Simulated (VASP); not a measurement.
Wanted: the native input for a VASP 6.6.1 run.

| Property | Result |
| --- | --- |
| Task | single point |
| Functional | r2SCAN |
| Potentials or basis | VASP PAW PBE potentials, release 64 (Fe, B, S) |
| Cutoff | 520 eV |
| k mesh | 5 × 5 × 5 |
| Occupations | gaussian, width 0.0215 eV |
| Spin | no spin polarisation |
| Dipole correction | no |
| Further INCAR settings | ALGO = Normal; EDIFF = 1e-06; NBANDS = 47 |

FeBS4:

```
Fe B S
1.0
    -3.78157    3.78157    3.33240
     3.78157   -3.78157    3.33240
     3.78157    3.78157   -3.33240
Fe B S
2 2 8
Cartesian
  0.0000 5.6724 0.8331
  3.7816 -1.8908 2.4993
  0.0000 1.8908 2.4993
  3.7816 1.8908 0.8331
  0.0000 0.5385 1.3290
  5.1339 1.8908 -0.3372
  0.0000 3.2431 1.3290
  2.4293 1.8908 -0.3372
  3.7816 3.2431 2.0034
  1.3523 1.8908 3.6696
  3.7816 0.5385 2.0034
  -1.3523 1.8908 3.6696
```

The cell was built by a generator and needn't be a form met in nature.

These files were run (other wordings do the same):

POSCAR

```
FeBS4
1.0
   -3.7815701400      3.7815701400      3.3324025200
    3.7815701400     -3.7815701400      3.3324025200
    3.7815701400      3.7815701400     -3.3324025200
Fe B S
2 2 8
Direct
    0.8750000000      0.1250000000      0.7500000000
    0.1250000000      0.8750000000      0.2500000000
    0.6250000000      0.3750000000      0.2500000000
    0.3750000000      0.6250000000      0.7500000000
    0.2706000000      0.1994000000      0.0712000000
    0.1994000000      0.6282000000      0.9288000000
    0.6282000000      0.1994000000      0.4288000000
    0.1994000000      0.2706000000      0.5712000000
    0.7294000000      0.8006000000      0.9288000000
    0.8006000000      0.7294000000      0.4288000000
    0.3718000000      0.8006000000      0.5712000000
    0.8006000000      0.3718000000      0.0712000000
```

INCAR.step1

```
PREC = Accurate ; ENCUT = 520
ISMEAR = 0 ; SIGMA = 0.0215
LREAL = False ; LASPH = True
NELM = 100 ; NBANDS = 47
GGA = PE ; ALGO = Normal
EDIFF = 1E-4 ; LWAVE = True
LCHARG = False
```

INCAR.step2

```
PREC = Accurate ; ENCUT = 520
EDIFF = 1E-6 ; ISMEAR = 0
SIGMA = 0.0215 ; LREAL = False
LASPH = True ; NELM = 100
ALGO = Normal ; ISIF = 2
LWAVE = False ; LCHARG = True
METAGGA = R2SCAN ; LMIXTAU = True
LELF = True ; LVHAR = True
NBANDS = 47 ; ISTART = 1
```

KPOINTS

```
Automatic mesh
0
Gamma
  5 5 5
```

Potentials or basis: VASP PAW PBE potentials, release 64 (Fe, B, S).

Run with:

```sh
$ cat potpaw_PBE.64/Fe/POTCAR potpaw_PBE.64/B/POTCAR potpaw_PBE.64/S/POTCAR > POTCAR
$ cp INCAR.step1 INCAR
$ mpirun -np 1 vasp_std > vasp.out
$ cp INCAR.step2 INCAR
$ mpirun -np 1 vasp_std > vasp.out
```

Results of the run:

```yaml
Pressure: 2.9 GPa
Largest_force: 2.973 eV/Å
Band_gap_on_the_k_mesh: none (metal or under the smearing width)
```

Caveat: the PAW data sets were made with another functional, which shifts forces and pressure a little; the run has no spin polarisation, though such a crystal can be magnetic.

Run time: 9.9 min on 1 thread of AMD EPYC 9R45 (Zen 5), with other jobs on the host, peak memory 0.4 GiB.
